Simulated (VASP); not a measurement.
Level of theory: r2SCAN meta-GGA, VASP's PBE PAW potentials (set 64) (plane waves; VASP).

Input for VASP

### POSCAR
```
SnTe
1
    0.0000000000     3.2161461437     3.2161461437
    3.2161461437     0.0000000000     3.2161461437
    3.2161461437     3.2161461437     0.0000000000
Sn Te
1 1
Direct
  0.0000000000   0.0000000000   0.0000000000
  0.5000000000   0.5000000000   0.5000000000
```

File KPOINTS:
```
Automatic mesh
0
Gamma
7 7 7
0 0 0
```

### INCAR
```
ALGO  =  Normal
EDIFF  =  1E-7
ENCUT  =  520
ISIF  =  2
ISMEAR  =  0
LASPH  =  .TRUE.
LCHARG  =  .FALSE.
LMAXMIX  =  4
LMIXTAU  =  .TRUE.
LREAL  =  .FALSE.
LWAVE  =  .FALSE.
METAGGA  =  R2SCAN
NELM  =  100
PREC  =  Accurate
SIGMA  =  0.05
SYSTEM  =  SnTe
```

POTCAR, in this order: Sn_d Te (PBE.64 set). Program: vasp_std.

Output of the run:

**OUTCAR**
```
 ion  position               nearest neighbor table
   1  0.000  0.000  0.000-   2 3.22   2 3.22   2 3.22   2 3.22   2 3.22   2 3.22
   2  0.500  0.500  0.500-   1 3.22   1 3.22   1 3.22   1 3.22   1 3.22   1 3.22
  LATTYP: Found a face centered cubic cell.
 ALAT       =     6.4322922874
 Subroutine PRICEL returns:
 Original cell was already a primitive cell.
 Subroutine GETGRP returns: Found 48 space group operations
The static configuration has the point symmetry O_h .
The dynamic configuration has the point symmetry O_h .
 Subroutine INISYM returns: Found 48 space group operations
 Subroutine IBZKPT returns following result:
 Found     20 irreducible k-points:

 Following reciprocal coordinates:
            Coordinates               Weight
  0.000000  0.000000  0.000000      1.000000
  0.142857  0.000000  0.000000      8.000000
  0.285714  0.000000  0.000000      8.000000
  0.428571  0.000000  0.000000      8.000000
  0.142857  0.142857  0.000000      6.000000
  0.285714  0.142857  0.000000     24.000000
  0.428571  0.142857  0.000000     24.000000
 -0.428571  0.142857  0.000000     24.000000
 -0.285714  0.142857  0.000000     24.000000
...
```

### OSZICAR
```
       N       E                     dE             d eps       ncg     rms          rms(c)
DAV:   1     0.820155850740E+02    0.82016E+02   -0.10045E+04   560   0.167E+03
DAV:   2    -0.424648666526E+02   -0.12448E+03   -0.12256E+03   590   0.390E+02
DAV:   3    -0.534860258680E+02   -0.11021E+02   -0.10877E+02   704   0.103E+02
DAV:   4    -0.538004394040E+02   -0.31441E+00   -0.31431E+00   644   0.190E+01
DAV:   5    -0.538144789319E+02   -0.14040E-01   -0.14039E-01   834   0.381E+00    0.405E+00
DAV:   6    -0.506010888077E+02    0.32134E+01   -0.93946E-01   668   0.162E+01    0.319E+00
DAV:   7    -0.504951224631E+02    0.10597E+00   -0.78022E-01   560   0.910E+00    0.101E+00
DAV:   8    -0.506346330482E+02   -0.13951E+00   -0.65440E-01   560   0.601E+00    0.525E-01
DAV:   9    -0.506597388787E+02   -0.25106E-01   -0.22167E-02   632   0.113E+00    0.519E-01
DAV:  10    -0.506472405213E+02    0.12498E-01   -0.62193E-03   614   0.574E-01    0.682E-01
DAV:  11    -0.506809034268E+02   -0.33663E-01   -0.10740E-01   560   0.231E+00    0.151E-01
DAV:  12    -0.506823089051E+02   -0.14055E-02   -0.54452E-03   590   0.575E-01    0.119E-01
DAV:  13    -0.506810293578E+02    0.12795E-02   -0.87329E-04   614   0.263E-01    0.224E-01
DAV:  14    -0.506825706305E+02   -0.15413E-02   -0.35050E-03   560   0.582E-01    0.354E-02
DAV:  15    -0.506826762491E+02   -0.10562E-03   -0.13030E-04   626   0.103E-01    0.164E-02
DAV:  16    -0.506826857228E+02   -0.94737E-05   -0.66036E-06   650   0.284E-02    0.853E-03
DAV:  17    -0.506826933745E+02   -0.76517E-05   -0.86709E-06   602   0.293E-02    0.762E-03
DAV:  18    -0.506827035824E+02   -0.10208E-04   -0.31411E-05   560   0.556E-02    0.375E-03
DAV:  19    -0.506827033468E+02    0.23558E-06   -0.99846E-07   614   0.101E-02    0.313E-03
DAV:  20    -0.506827038356E+02   -0.48885E-06   -0.10128E-07   376   0.307E-03    0.175E-03
DAV:  21    -0.506827038553E+02   -0.19696E-07   -0.97946E-08   292   0.335E-03
   1 F= -.50682704E+02 E0= -.50682704E+02  d E =-.787616E-19
```

**OUTCAR**
```
------------------------ aborting loop because EDIFF is reached ----------------------------------------
  FORCE on cell =-STRESS in cart. coord.  units (eV):
  Direction    XX          YY          ZZ          XY          YZ          ZX
  --------------------------------------------------------------------------------------
  Total       -0.5064961     -0.5064961     -0.5064961      0.0000000      0.0000000      0.0000000
  in kB      -12.1968977    -12.1968977    -12.1968977      0.0000000      0.0000000      0.0000000
  external PRESSURE =     -12.1968977 kB  Pullay stress =       0.0000000 kB
  volume of cell :       66.53
      direct lattice vectors                 reciprocal lattice vectors
     0.000000000  3.216146144  3.216146144    -0.155465572  0.155465572  0.155465572
     3.216146144  0.000000000  3.216146144     0.155465572 -0.155465572  0.155465572
     3.216146144  3.216146144  0.000000000     0.155465572  0.155465572 -0.155465572
 POSITION                                       TOTAL-FORCE (eV/Angst)
 -----------------------------------------------------------------------------------
      0.00000      0.00000      0.00000        -0.000000     -0.000000      0.000000
      3.21615      3.21615      3.21615         0.000000      0.000000     -0.000000
 -----------------------------------------------------------------------------------
    total drift:                               -0.000000      0.000000      0.000000
  FREE ENERGIE OF THE ION-ELECTRON SYSTEM (eV)
  ---------------------------------------------------
  free  energy   TOTEN  =       -50.6827038553 eV

  energy  without entropy=      -50.6827038553  energy(sigma->0) =      -50.68270386
```
(Selected blocks of OUTCAR.)

The compound is SnTe in the rock salt structure, which distorts at low temperature. This cell is one point of a volume scan, at 1.03 of the reference volume.
